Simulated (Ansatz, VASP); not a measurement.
**SrHgI3: VASP beside Ansatz**

```xyz
10
Lattice="9.6300 0.0000 0.0000 -4.8150 8.3398 0.0000 0.0000 0.0000 5.2328" Properties=species:S:1:pos:R:3 pbc="T T T"
Sr    0.0000    5.5599    3.9246
Sr    4.8150    2.7799    1.3082
Hg    0.0000    0.0000    0.0000
Hg    0.0000    0.0000    2.6164
I     4.8150    5.0239    3.9246
I     2.8717    1.6580    3.9246
I     6.7583    1.6580    3.9246
I     0.0000    3.3159    1.3082
I     1.9433    6.6819    1.3082
I    -1.9433    6.6819    1.3082
```

Alike in both runs: functional PBE; k mesh 3 × 3 × 4; occupations gaussian, width 0.1 eV; no spin polarisation.

Ansatz relaxed the structure, and its values are those at the end. VASP's run is a single point on that final structure, the one shown.

|  | VASP | Ansatz |
| --- | --- | --- |
| version | VASP 6.6.1 | Ansatz 0.2.0 |
| potentials or method | VASP PAW PBE potentials, release 64 (Sr_sv, Hg, I) | scalar-relativistic, plane waves, PAW |
| plane-wave cutoff (eV) | 520 | 420 |
| valence electrons in the cell | 86 | 162 |

```csv
,VASP,Ansatz,Ansatz less VASP
gap on the k mesh at the Fermi level (eV),none,none,-
pressure (GPa),0.2,0.1,-0.09
rms of the force components (eV/Å),0.009,0.011,+0.0014
```

A gap of «none» marks a metal or a gap that the smearing closes. The two sets of potentials don't hold the same shells in valence.

Spin-orbit coupling is left out, which matters for the levels of Hg, I.
